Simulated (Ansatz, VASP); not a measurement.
**InTe2: VASP beside Ansatz**

Aim: how closely do two programs agree when they are given the same cell, functional and k mesh? The cell is generated by rule, not measured, and may not be a known phase. The cell is taken from a series of runs on this material, whose earlier steps may have relaxed, scaled, displaced or heated it; both programs get it as it stands.

Calculated with Ansatz 0.2.0; plane waves, with VASP 6.6.1 beside it; zone-centre phonons at PBE with D3(BJ).

The structure was built from a prototype and need not be the compound's stable phase.

**1. Set-up**

Symmetry: Fm-3m, No. 225, cubic system. The conventional cell has a = 7.249 Å, b = 7.249 Å, c = 7.249 Å, α = 90.00°, β = 90.00°, γ = 90.00°. Nearest to In lie 8 Te at 3.14 Å. Te has 4 In at 3.14 Å nearest. Farther neighbours and most contacts between anions are not listed.

**2. VASP: zone-centre phonons, PBE with D3(BJ)**

Second derivatives magnify differences that forces hide, and they need a tight electronic threshold.

Lines of VASP's logs that name or quote its potential files are left out, and so is its time.

INCAR reads:

```
SYSTEM = InTe2
PREC = Accurate
ENCUT = 500
EDIFF = 1E-08
NELM = 120
ISMEAR = 1
SIGMA = 0.2
LREAL = .FALSE.
ALGO = Normal
GGA = PE
IVDW = 12
NBANDS = 18
LORBIT = 11
LWAVE = .FALSE.
LCHARG = .FALSE.
ISIF = 2
IBRION = 6
NFREE = 2
POTIM = 0.015
NSW = 1
LASPH = .TRUE.
GGA_COMPAT = .FALSE.
KPAR = 2
```

POSCAR reads:

```
InTe2
1.0
    0.0000000000      3.6246535423      3.6246535423
    3.6246535423      0.0000000000      3.6246535423
    3.6246535423      3.6246535423      0.0000000000
In Te
1 2
Direct
    0.0000000000      0.0000000000      0.0000000000
    0.7500000000      0.7500000000      0.7500000000
    0.2500000000      0.2500000000      0.2500000000
```

KPOINTS reads:

```
Automatic mesh
0
Gamma
12 12 12
0 0 0
```

The projector-augmented-wave data sets are In_d and Te (PBE family, release 64).

Run with:

```bash
> mpirun -np 2 vasp_std
```

Numbers of over 12 decimals in the logs are rounded to 6 here.

Log:

```text
[banner, memory and clock lines left out]
running    2 mpi-ranks, on    1 nodes
 distrk:  each k-point on    1 cores,    2 groups
 distr:  one band on    1 cores,    1 groups

 POSCAR found type information on POSCAR InTe
 POSCAR found :  2 types and       3 ions
 LDA part: xc-table for (Slater+PW92), standard interpolation
 POSCAR, INCAR and KPOINTS ok, starting setup
 FFT: planning ... GRIDC
 FFT: planning ... GRID_SOFT
 FFT: planning ... GRID
 WAVECAR not read
 entering main loop
       N       E                     dE             d eps       ncg     rms          rms(c)
DAV:   1     0.165840504884E+03    0.16584E+03   -0.10221E+04  2592   0.126E+03
DAV:   2     0.596515954824E+01   -0.15988E+03   -0.15610E+03  2798   0.298E+02
DAV:   3    -0.786357808282E+01   -0.13829E+02   -0.13464E+02  3372   0.904E+01
DAV:   4    -0.839378632350E+01   -0.53021E+00   -0.52644E+00  3364   0.178E+01
DAV:   5    -0.840934521553E+01   -0.15559E-01   -0.15553E-01  3450   0.292E+00    0.796E+00
DAV:   6    -0.835475982934E+01    0.54585E-01   -0.14292E-01  3016   0.584E+00    0.491E+00
DAV:   7    -0.835335991217E+01    0.13999E-02   -0.41663E-02  3414   0.206E+00    0.620E-01
DAV:   8    -0.835267873203E+01    0.68118E-03   -0.72437E-03  2974   0.112E+00    0.138E-01
DAV:   9    -0.835298653698E+01   -0.30780E-03   -0.65287E-04  2800   0.245E-01    0.506E-02
DAV:  10    -0.835300464266E+01   -0.18106E-04   -0.32976E-05  3586   0.463E-02    0.284E-02
DAV:  11    -0.835303000181E+01   -0.25359E-04   -0.30292E-05  2698   0.371E-02    0.151E-02
DAV:  12    -0.835303329723E+01   -0.32954E-05   -0.59643E-06  2898   0.139E-02    0.598E-03
DAV:  13    -0.835303404193E+01   -0.74469E-06   -0.70869E-07  2788   0.465E-03    0.500E-03
DAV:  14    -0.835303455788E+01   -0.51595E-06   -0.22688E-07  2802   0.243E-03    0.103E-03
DAV:  15    -0.835303457388E+01   -0.16003E-07   -0.88020E-09  2540   0.777E-04    0.203E-04
DAV:  16    -0.835303458125E+01   -0.73687E-08   -0.93093E-10  1522   0.267E-04
   1 F= -.95177572E+01 E0= -.95172027E+01  d E =-.166337E-02
[...]
2 F= -.95175004E+01 E0= -.95169433E+01  d E =-.167127E-02
[...]
3 F= -.95175004E+01 E0= -.95169433E+01  d E =-.167129E-02
[...]
4 F= -.95176525E+01 E0= -.95170977E+01  d E =-.166456E-02
 Finite differences progress:
  Degree of freedom:   2/  2
  Displacement:        1/  2
  Total:               3/  4
 bond charge predicted
       N       E                     dE             d eps       ncg     rms          rms(c)
DAV:   1    -0.835227047176E+01    0.66132E-03   -0.24660E-01 10240   0.190E+00    0.128E-01
DAV:   2    -0.835293869411E+01   -0.66822E-03   -0.71960E-03 11072   0.475E-01    0.358E-02
DAV:   3    -0.835293136239E+01    0.73317E-05   -0.15168E-04 13190   0.914E-02    0.200E-02
DAV:   4    -0.835293148803E+01   -0.12564E-06   -0.19785E-05 12078   0.320E-02    0.911E-03
DAV:   5    -0.835293177713E+01   -0.28910E-06   -0.22231E-06 11090   0.955E-03    0.699E-03
DAV:   6    -0.835293181186E+01   -0.34726E-07   -0.18485E-07 12258   0.329E-03    0.375E-03
DAV:   7    -0.835293180850E+01    0.33624E-08   -0.31675E-08  8770   0.131E-03
   5 F= -.95176525E+01 E0= -.95170977E+01  d E =-.166453E-02
 Finite differences progress:
  Degree of freedom:   2/  2
  Displacement:        2/  2
  Total:               4/  4
```

Parts of OUTCAR (step 2):

```text
ion  position               nearest neighbor table
   1  0.000  0.000  0.000-   2 3.14   3 3.14   2 3.14   2 3.14   2 3.14   3 3.14   3 3.14   3 3.14

  LATTYP: Found a face centered cubic cell.
 ALAT       =     7.2493070846

 Subroutine GETGRP returns: Found 48 space group operations
 (whereof 48 operations were pure point group operations)

The static configuration has the point symmetry O_h .

 Found     72 irreducible k-points:

   k-points           NKPTS =     72   k-points in BZ     NKDIM =     72   number of bands    NBANDS=     18

   dimension x,y,z NGX =    40 NGY =   40 NGZ =   40
   dimension x,y,z NGXF=    80 NGYF=   80 NGZF=   80

   ENCUT  =  500.0 eV  36.75 Ry    6.06 a.u.   9.35  9.35  9.35*2*pi/ulx,y,z

   NELECT =      25.0000    total number of electrons

 k-points in reciprocal lattice and weights: Automatic mesh
   0.00000000  0.00000000  0.00000000       0.001
   0.08333333  0.00000000  0.00000000       0.005
   0.16666667  0.00000000  0.00000000       0.005
   0.25000000  0.00000000  0.00000000       0.005
   0.33333333  0.00000000  0.00000000       0.005
   0.41666667  0.00000000  0.00000000       0.005
   0.50000000  0.00000000  0.00000000       0.002
   0.08333333  0.08333333  0.00000000       0.003
   0.16666667  0.08333333  0.00000000       0.014
[...]
-0.33333333  0.50000000  0.16666667       0.007
  -0.25000000  0.50000000  0.25000000       0.003

 Edisp (eV)   -1.16472

 average (electrostatic) potential at core
       1 -95.2792       2 -88.5192       3 -88.5192

 E-fermi :   6.1453

 k-point     1 :       0.0000    0.0000    0.0000
  band No.  band energies     occupation
    ...
     10       3.3626      2.00000
     11       4.0093      2.00000
     12       5.0589      2.00000
     13       5.0883      2.00000
     14       5.1165      2.00000
     15       8.0423     -0.00000
     16       8.0768     -0.00000
     17       8.1118     -0.00000
     18      11.0257      0.00000

 k-point     2 :       0.0833    0.0000    0.0000
  band No.  band energies     occupation
    ...
     10       3.3444      2.00000
     11       3.6857      2.00000
     12       5.0053      2.00000
     13       5.0382      2.00000
     14       5.6998      2.00716
     15       8.1100     -0.00000
     16       8.1456     -0.00000
     17       8.1808     -0.00000
     18      11.2236      0.00000

 k-point     3 :       0.1667    0.0000    0.0000
  band No.  band energies     occupation
    ...
      9       3.2952      2.00000
     10       3.3049      2.00000
     11       3.6098      2.00000
     12       4.8514      2.00000
     13       4.8702      2.00000
     14       6.4860     -0.03680
     15       8.3799     -0.00000
     16       8.4139     -0.00000
     17       8.4897     -0.00000
     18      11.7645      0.00000

 Edisp (eV)   -1.16472

  Total      -0.00776    -0.00770    -0.00770     0.00000    -0.01797     0.00000
  in kB      -0.13060    -0.12953    -0.12953     0.00000    -0.30231     0.00000
  external pressure =       -0.13 kB  Pullay stress =        0.00 kB

  energy-cutoff  :      500.00
  volume of cell :       95.24
      direct lattice vectors                 reciprocal lattice vectors
     0.000000000  3.624653542  3.624653542    -0.137944218  0.137944218  0.137944218
     3.624653542  0.000000000  3.624653542     0.137944218 -0.137944218  0.137944218
     3.624653542  3.624653542  0.000000000     0.137944218  0.137944218 -0.137944218

 POSITION                                       TOTAL-FORCE (eV/Angst)
 -----------------------------------------------------------------------------------
      0.00000      0.00000      0.00000        -0.017279      0.000000      0.000000
      5.42198      5.43698      5.43698         0.013959      0.000000      0.000000
      1.81233      1.81233      1.81233         0.003320      0.000000      0.000000
 -----------------------------------------------------------------------------------
    total drift:                                0.000015     -0.000000     -0.000000

  FREE ENERGIE OF THE ION-ELECTRON SYSTEM (eV)
  ---------------------------------------------------
  free  energy   TOTEN  =        -9.5176525190 eV

  energy  without entropy=       -9.5159879862  energy(sigma->0) =       -9.51709767

 Eigenvectors and eigenvalues of the dynamical matrix
 ----------------------------------------------------

   1 f  =    2.661612 THz    16.723400 2PiTHz   88.781812 cm-1    11.007537 meV
             X         Y         Z           dx          dy          dz
      0.000000  0.000000  0.000000     0.790381   -0.253979    0.000000
      5.436980  5.436980  5.436980    -0.375303    0.120599    0.000000
      1.812327  1.812327  1.812327    -0.375303    0.120599   -0.000000

   2 f  =    2.661612 THz    16.723400 2PiTHz   88.781812 cm-1    11.007537 meV
             X         Y         Z           dx          dy          dz
      0.000000  0.000000  0.000000    -0.000000    0.000000    0.830185
      5.436980  5.436980  5.436980     0.000000   -0.000000   -0.394203
      1.812327  1.812327  1.812327     0.000000   -0.000000   -0.394203

   3 f  =    2.661612 THz    16.723400 2PiTHz   88.781812 cm-1    11.007537 meV
             X         Y         Z           dx          dy          dz
      0.000000  0.000000  0.000000     0.253979    0.790381   -0.000000
      5.436980  5.436980  5.436980    -0.120599   -0.375303    0.000000
      1.812327  1.812327  1.812327    -0.120599   -0.375303    0.000000

   4 f  =    1.166033 THz     7.326400 2PiTHz   38.894668 cm-1     4.822322 meV
             X         Y         Z           dx          dy          dz
      0.000000  0.000000  0.000000     0.000000   -0.000000   -0.000000
      5.436980  5.436980  5.436980    -0.056958    0.182674   -0.680725
      1.812327  1.812327  1.812327     0.056958   -0.182674    0.680725

   5 f  =    1.166033 THz     7.326400 2PiTHz   38.894668 cm-1     4.822322 meV
             X         Y         Z           dx          dy          dz
      0.000000  0.000000  0.000000     0.000000    0.000000    0.000000
      5.436980  5.436980  5.436980    -0.280720    0.620556    0.190017
      1.812327  1.812327  1.812327     0.280720   -0.620556   -0.190017

   6 f  =    1.166033 THz     7.326400 2PiTHz   38.894668 cm-1     4.822322 meV
             X         Y         Z           dx          dy          dz
      0.000000  0.000000  0.000000    -0.000000   -0.000000   -0.000000
      5.436980  5.436980  5.436980    -0.646492   -0.285553   -0.022535
      1.812327  1.812327  1.812327     0.646492    0.285553    0.022535

   7 f/i=    0.001394 THz     0.008759 2PiTHz    0.046498 cm-1     0.005765 meV
             X         Y         Z           dx          dy          dz
      0.000000  0.000000  0.000000     0.530927    0.169562   -0.012547
      5.436980  5.436980  5.436980     0.559062    0.178547   -0.013212
      1.812327  1.812327  1.812327     0.559062    0.178547   -0.013212

   8 f/i=    0.001394 THz     0.008759 2PiTHz    0.046498 cm-1     0.005765 meV
             X         Y         Z           dx          dy          dz
      0.000000  0.000000  0.000000     0.169986   -0.530241    0.027226
      5.436980  5.436980  5.436980     0.178994   -0.558340    0.028669
      1.812327  1.812327  1.812327     0.178994   -0.558340    0.028669

   9 f/i=    0.001394 THz     0.008759 2PiTHz    0.046498 cm-1     0.005765 meV
             X         Y         Z           dx          dy          dz
      0.000000  0.000000  0.000000     0.003653    0.029755    0.556681
      5.436980  5.436980  5.436980     0.003847    0.031332    0.586180
      1.812327  1.812327  1.812327     0.003847    0.031332    0.586180

 ELASTIC MODULI CONTR FROM IONIC RELAXATION (kBar)
 Direction    XX          YY          ZZ          XY          YZ          ZX
 --------------------------------------------------------------------------------
 XX          -0.0000      0.0000      0.0000      0.0000     -0.0000      0.0000
 YY           0.0000     -0.0000     -0.0000      0.0000      0.0000     -0.0000
 ZZ           0.0000     -0.0000     -0.0000     -0.0000      0.0000      0.0000
 XY           0.0000      0.0000     -0.0000    -68.1532      0.0000     -0.0000
 YZ          -0.0000      0.0000      0.0000      0.0000    -68.1532     -0.0000
 ZX           0.0000     -0.0000      0.0000     -0.0000     -0.0000    -68.1532
 --------------------------------------------------------------------------------

 total charge
# of ion       s       p       d       tot
------------------------------------------
    1        0.904   0.486   9.889  11.280
    2        1.423   1.859   0.031   3.313
    3        1.423   1.859   0.031   3.313
--------------------------------------------------
tot          3.751   4.204   9.951  17.905

[... 3 further parts left out ...]
```

CONTCAR:

```
InTe2
   1.00000000000000
     0.0000000000000000    3.6246535422999999    3.6246535422999999
     3.6246535422999999    0.0000000000000000    3.6246535422999999
     3.6246535422999999    3.6246535422999999    0.0000000000000000
  In              Te
     1     2
Direct
     0.0000000000000000    0.0000000000000000    0.0000000000000000
     0.7520691632765655    0.7479308367234347    0.7479308367234346
     0.2500000000000000    0.2500000000000000    0.2500000000000000
```

Levels, forces or a CONTCAR printed for this step are those of its last displaced cell, not of the structure at rest.

(Continued in part 2 of 2.)

[Lines on the potential files, build, host, timing and source positions are cut from VASP's logs without a mark.]

[Logs are printed without paths, hosts, clocks, repeated set-up lines and the standing remarks that a program may print on its own settings, such as how far it seeks lower states.]

[Hosts, paths, dates, database ids (printed as entryN), source tags and the programs' standing remarks are cut or masked in the printed files.]
